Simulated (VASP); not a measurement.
# HfMoC2 (P4/mmm) in VASP: a series of runs

One crystal, HfMoC2, is run at these levels: PBEsol, PBE; tasks: equation of state.

Everything below comes from runs of VASP 6.6.1. Logs are shortened: lines on timing, memory, paths and dates and some standing lists are left out, and cuts for length are marked.

### Step 1. The structure

The structure is tetragonal, space group P4/mmm (No. 123). Conventional cell: a = 3.191 Å, b = 3.191 Å, c = 4.485 Å, α = 90.00°, β = 90.00°, γ = 90.00°. Hf (site symmetry 4/mmm) is surrounded by 6 C at 2.24 to 2.26 Å. Around Mo (site symmetry 4/mmm) lie 6 C at 2.24 to 2.26 Å. C (site symmetry 4/mmm) is surrounded by 2 Mo at 2.24 Å and 4 Hf at 2.26 Å. Around C (site symmetry 4/mmm) lie 2 Hf at 2.24 Å and 4 Mo at 2.26 Å.

The cell comes from a database or a generator and needn't be the stable form of this composition.

### Step 2. Equation of state, PBEsol, 10.74 Å³/atom (volume scaled by 0.94)

The input, INCAR:

```
SYSTEM = HfMoC2
PREC = Accurate
ENCUT = 520
EDIFF = 1E-7
ISMEAR = -1
SIGMA = 0.05
LREAL = .False.
LASPH = .True.
NELM = 60
ALGO = Normal
ISIF = 2
LWAVE = .False.
LCHARG = .False.
GGA = PS
NBANDS = 24
```

The input, KPOINTS:

```
regular mesh
0
Gamma
  8 8 6
  0 0 0
```

The input, POSCAR:

```
HfMoC2
1.0
    3.1262736378      0.0000000000      0.0000000000
    0.0000000000      3.1262736378      0.0000000000
    0.0000000000      0.0000000000      4.3936043497
Hf Mo C
1 1 2
Direct
    0.0000000000      0.0000000000      0.0000000000
    0.5000000000      0.5000000000      0.5000000000
    0.5000000000      0.5000000000      0.0000000000
    0.0000000000      0.0000000000      0.5000000000
```

Potentials or basis: VASP PAW PBE potentials, release 64 (Hf_pv, Mo_sv, C).

The run is started by

```
cat potpaw_PBE.64/Hf_pv/POTCAR potpaw_PBE.64/Mo_sv/POTCAR potpaw_PBE.64/C/POTCAR > POTCAR
mpirun -np 1 vasp_std > vasp.out
```

OUTCAR:

```text
SYSTEM = HfMoC2
   PREC = Accurate
   ENCUT = 520
   EDIFF = 1E-7
   ISMEAR = -1
   LREAL = .False.
   LASPH = .True.
   NELM = 60
   ISIF = 2
   GGA = PS

 Found     60 irreducible k-points:

 Following reciprocal coordinates:
            Coordinates               Weight
  0.000000  0.000000  0.000000      1.000000
  0.125000  0.000000  0.000000      4.000000
  0.250000  0.000000  0.000000      4.000000
  0.375000  0.000000  0.000000      4.000000
  0.500000  0.000000  0.000000      2.000000
  0.125000  0.125000  0.000000      4.000000
   k-points           NKPTS =     60   k-points in BZ     NKDIM =     60   number of bands    NBANDS=     24
   number of dos      NEDOS =    301   number of ions     NIONS =      4
   total plane-waves  NPLWV =  20736
   dimension x,y,z NGX =    24 NGY =   24 NGZ =   36
   dimension x,y,z NGXF=    48 NGYF=   48 NGZF=   72
   ions per type =               1   1   2
   NGX,Y,Z   is equivalent  to a cutoff of  12.76, 12.76, 13.62 a.u.
   NGXF,Y,Z  is equivalent  to a cutoff of  25.52, 25.52, 27.24 a.u.
 SYSTEM =  HfMoC2
   PREC   = accura    normal or accurate (medium, high low for compatibility)
   ISTART =      0    job   : 0-new  1-cont  2-samecut
   ICHARG =      2    charge: 1-file 2-atom 10-const
   ISPIN  =      1    spin polarized calculation?
   LNONCOLLINEAR =      F non collinear calculations
   LSORBIT =      F    spin-orbit coupling
   LASPH  =      T    aspherical Exc in radial PAW
   ENCUT  =  520.0 eV  38.22 Ry    6.18 a.u.   5.81  5.81  8.17*2*pi/ulx,y,z
   NELM   =     60;   NELMIN=  2; NELMDL= -5     # of ELM steps
   EDIFF  = 0.1E-06   stopping-criterion for ELM
   LREAL  =      F    real-space projection
   EDIFFG = 0.1E-05   stopping-criterion for IOM
   NSW    =      0    number of steps for IOM
   IBRION =     -1    ionic relax: 0-MD 1-quasi-New 2-CG
   NFREE  =      0    steps in history (QN), initial steepest desc. (CG)
   ISIF   =      2    stress and relaxation
   ISYM   =      2    0-nonsym 1-usesym 2-fastsym
   POTIM  = 0.5000    time-step for ionic-motion
   TEBEG  =    0.0;   TEEND  =   0.0 temperature during run
   PSTRESS=    0.0 pullay stress
   NELECT =      32.0000    total number of electrons
   NUPDOWN=      -1.0000    fix difference up-down
   EMIN   =  10.00;   EMAX   =-10.00  energy-range for DOS
   EFERMI =   0.00;   METHOD = LEGACY
   ISMEAR =    -1;   SIGMA  =   0.05  broadening in eV -4-tet -1-fermi 0-gaus
   EFERMI_NEDOS =   21; number of points for ismear=-14 and -15
   IALGO  =     38    algorithm
   IMIX   =      4    mixing-type and parameters
     AMIX     =   0.40;   BMIX     =  1.00
     AMIX_MAG =   1.60;   BMIX_MAG =  1.00
  volume/ion in A,a.u.               =      10.74        72.45
  Fermi-wavevector in a.u.,A,eV,Ry     =   1.484225  2.804779 29.972613  2.202925
  Thomas-Fermi vector in A             =   2.597789
   LORBIT       =      0    0 simple, 1 ext, 2 COOP (PROOUT), +10 PAW based schemes
   GGA     = PS    functional components
   LHFCALC =     F    Hartree Fock is set to
   AEXX    =    0.0000 exact exchange contribution
   IVDW    =     0    specifies the selected vdW correction
   LEPSILON=     F    determine dielectric tensor
   LRPA    =     F    only Hartree local field effects (RPA)
 non-spin polarized calculation
  energy-cutoff  :      520.00
  volume of cell :       42.94
 maximum number of plane-waves:      1176
 NGX is ok and might be reduce to    24
   NGX = 11   NGY = 11   NGZ = 17

 number of electron      31.9999998 magnetization

 Free energy of the ion-electron system (eV)
  ---------------------------------------------------
  ext. energy  EPLUGINS =         0.00000000
  ---------------------------------------------------
  free energy    TOTEN  =       -43.34530704 eV

  energy without entropy =      -43.33420056  energy(sigma->0) =      -43.33975380

 E-fermi :  10.0117     XC(G=0): -13.3750

 val. band max:        9.9901886828   @ k =   0.1250   0.1250   0.5000
 cond. band min:      10.0233383329   @ k =   0.5000   0.0000   0.1667
 fundamental gap:      0.0331496501
 Fermi energy:        10.0116501625

 k-point     1 :       0.0000    0.0000    0.0000
  band No.  band energies     occupation
      1     -51.8724      2.00000
      2     -26.0015      2.00000
      3     -25.9024      2.00000
      4     -25.9024      2.00000
      5     -20.1342      2.00000
      6     -19.7666      2.00000
[... 16 lines left out ...]
     23      14.9304      0.00000
     24      14.9304      0.00000

 k-point     2 :       0.1250    0.0000    0.0000
  band No.  band energies     occupation
      1     -51.8689      2.00000
      2     -25.9945      2.00000
      3     -25.9498      2.00000
      4     -25.8960      2.00000
      5     -20.1298      2.00000
      6     -19.8678      2.00000
[... 16 lines left out ...]
     23      14.8803      0.00000
     24      15.7560      0.00000

 k-point     3 :       0.2500    0.0000    0.0000
  band No.  band energies     occupation
      1     -51.8604      2.00000
      2     -26.0629      2.00000
      3     -25.9777      2.00000
      4     -25.8806      2.00000
      5     -20.1190      2.00000
      6     -20.1038      2.00000
[... 16 lines left out ...]
     23      14.7598      0.00000
     24      17.8527      0.00000

 k-point     4 :       0.3750    0.0000    0.0000
  band No.  band energies     occupation
      1     -51.8518      2.00000
      2     -26.1740      2.00000
      3     -25.9608      2.00000
      4     -25.8652      2.00000
      5     -20.3293      2.00000
      6     -20.1082      2.00000
[... 16 lines left out ...]
     23      16.6413      0.00000
     24      17.3426      0.00000

 k-point     5 :       0.5000    0.0000    0.0000
  band No.  band energies     occupation
      1     -51.8483      2.00000
      2     -26.2194      2.00000
      3     -25.9538      2.00000
      4     -25.8588      2.00000
      5     -20.4198      2.00000
      6     -20.1037      2.00000
[... 16 lines left out ...]
     23      17.1408      0.00000
     24      17.7037      0.00000

 k-point     6 :       0.1250    0.1250    0.0000
  band No.  band energies     occupation
      1     -51.8653      2.00000
      2     -25.9880      2.00000
      3     -25.9444      2.00000
      4     -25.9424      2.00000
      5     -20.1245      2.00000
      6     -19.8644      2.00000
[... 16 lines left out ...]
     23      14.7277      0.00000
     24      16.1864      0.00000

 [... further k-points ...]

------------------------ aborting loop because EDIFF is reached ----------------------------------------

  FORCE on cell =-STRESS in cart. coord.  units (eV):
  Direction    XX          YY          ZZ          XY          YZ          ZX
  --------------------------------------------------------------------------------------
  -------------------------------------------------------------------------------------
  Total        3.0244398      3.0244398      1.7645023      0.0000000      0.0000000     -0.0000000
  in kB      112.8445552    112.8445552     65.8351598      0.0000000      0.0000000     -0.0000000
  external PRESSURE =      97.1747567 kB  Pullay stress =       0.0000000 kB

 VOLUME and BASIS-vectors are now :
 -----------------------------------------------------------------------------
  energy-cutoff  :      520.00
  volume of cell :       42.94
      direct lattice vectors                 reciprocal lattice vectors
     3.126273638  0.000000000  0.000000000     0.319869633  0.000000000  0.000000000
     0.000000000  3.126273638  0.000000000     0.000000000  0.319869633  0.000000000
     0.000000000  0.000000000  4.393604350     0.000000000  0.000000000  0.227603562

 POSITION                                       TOTAL-FORCE (eV/Angst)
 -----------------------------------------------------------------------------------
      0.00000      0.00000      0.00000         0.000000      0.000000      0.000000
      1.56314      1.56314      2.19680         0.000000      0.000000      0.000000
      1.56314      1.56314      0.00000         0.000000      0.000000      0.000000
      0.00000      0.00000      2.19680         0.000000      0.000000      0.000000
 -----------------------------------------------------------------------------------
    total drift:                                0.000000     -0.000000     -0.000000

  FREE ENERGIE OF THE ION-ELECTRON SYSTEM (eV)
  ---------------------------------------------------
  free  energy   TOTEN  =       -43.3453070364 eV

  energy  without entropy=      -43.3342005637  energy(sigma->0) =      -43.33975380
```

OSZICAR:

```text
N       E                     dE             d eps       ncg     rms          rms(c)
DAV:   1     0.208277541133E+03    0.20828E+03   -0.18092E+04  2880   0.135E+03
DAV:   2    -0.427247026274E+02   -0.25100E+03   -0.23904E+03  3464   0.369E+02
DAV:   3    -0.507609362066E+02   -0.80362E+01   -0.79073E+01  3656   0.596E+01
DAV:   4    -0.508370173304E+02   -0.76081E-01   -0.76046E-01  3248   0.608E+00
DAV:   5    -0.508378826907E+02   -0.86536E-03   -0.86530E-03  3736   0.587E-01    0.842E+01
DAV:   6    -0.447208946883E+02    0.61170E+01   -0.34606E+01  3072   0.367E+01    0.387E+01
DAV:   7    -0.445965038651E+02    0.12439E+00   -0.12586E+01  3128   0.265E+01    0.392E+01
DAV:   8    -0.433455228043E+02    0.12510E+01   -0.27630E+00  3120   0.123E+01    0.334E+00
DAV:   9    -0.433462256779E+02   -0.70287E-03   -0.87970E-02  3472   0.174E+00    0.179E+00
DAV:  10    -0.433454142701E+02    0.81141E-03   -0.46352E-03  3496   0.447E-01    0.639E-01
DAV:  11    -0.433453174997E+02    0.96770E-04   -0.47202E-04  3496   0.158E-01    0.103E-01
DAV:  12    -0.433453090370E+02    0.84627E-05   -0.69921E-05  3440   0.499E-02    0.450E-02
DAV:  13    -0.433453073711E+02    0.16659E-05   -0.43181E-06  3432   0.139E-02    0.100E-02
DAV:  14    -0.433453069968E+02    0.37431E-06   -0.16234E-06  3416   0.837E-03    0.329E-03
DAV:  15    -0.433453070364E+02   -0.39625E-07   -0.77831E-08  1768   0.189E-03
   1 F= -.43345307E+02 E0= -.43339754E+02  d E =-.111065E-01
```

It took 36 s on 1 thread of Intel Xeon Platinum 8488C (Sapphire Rapids), shared host; peak memory 0.2 GiB.

What came out:

- Free energy: -43.3453 eV
- Pressure: 9.7 GPa
- Band gap on the k mesh: none (metal or under the smearing width)

Caveat: the PAW data sets were made with another functional, which shifts forces and pressure a little.

### Step 3. Equation of state, PBEsol, 10.96 Å³/atom (volume scaled by 0.96)

INCAR is that of step 2.

KPOINTS is that of step 2.

The input, POSCAR:

```
HfMoC2
1.0
    3.1482903748      0.0000000000      0.0000000000
    0.0000000000      3.1482903748      0.0000000000
    0.0000000000      0.0000000000      4.4245462449
Hf Mo C
1 1 2
Direct
    0.0000000000      0.0000000000      0.0000000000
    0.5000000000      0.5000000000      0.5000000000
    0.5000000000      0.5000000000      0.0000000000
    0.0000000000      0.0000000000      0.5000000000
```

Potentials or basis: VASP PAW PBE potentials, release 64 (Hf_pv, Mo_sv, C).

The run is started by

```
cat potpaw_PBE.64/Hf_pv/POTCAR potpaw_PBE.64/Mo_sv/POTCAR potpaw_PBE.64/C/POTCAR > POTCAR
mpirun -np 1 vasp_std > vasp.out
```

Run time: 39 s. Hardware: 1 thread of Intel Xeon Platinum 8488C (Sapphire Rapids), shared host; peak memory 0.2 GiB.

Results (log left out):

| Quantity | Value |
| --- | --- |
| Free energy | -43.3811 eV |
| Pressure | 2.8 GPa |
| Band gap on the k mesh | none (metal or under the smearing width) |

Caveat: the PAW data sets were made with another functional, which shifts forces and pressure a little.

### Step 4. Equation of state, PBEsol, 11.19 Å³/atom (volume scaled by 0.98)

INCAR is that of step 3.

KPOINTS is that of step 3.

The input, POSCAR:

```
HfMoC2
1.0
    3.1700034083      0.0000000000      0.0000000000
    0.0000000000      3.1700034083      0.0000000000
    0.0000000000      0.0000000000      4.4550613212
Hf Mo C
1 1 2
Direct
    0.0000000000      0.0000000000      0.0000000000
    0.5000000000      0.5000000000      0.5000000000
    0.5000000000      0.5000000000      0.0000000000
    0.0000000000      0.0000000000      0.5000000000
```

The run is started by

```
cat potpaw_PBE.64/Hf_pv/POTCAR potpaw_PBE.64/Mo_sv/POTCAR potpaw_PBE.64/C/POTCAR > POTCAR
mpirun -np 1 vasp_std > vasp.out
```

Run time: 43 s. Hardware: 1 thread of Intel Xeon Platinum 8488C (Sapphire Rapids), shared host; peak memory 0.2 GiB.

It converged, with:

```
Free energy            : -43.3798 eV
Pressure               : -3.3 GPa
Band gap on the k mesh : none (metal or under the smearing width)
```

Caveat: the PAW data sets were made with another functional, which shifts forces and pressure a little.

(Part 1 of 2 ends here.)
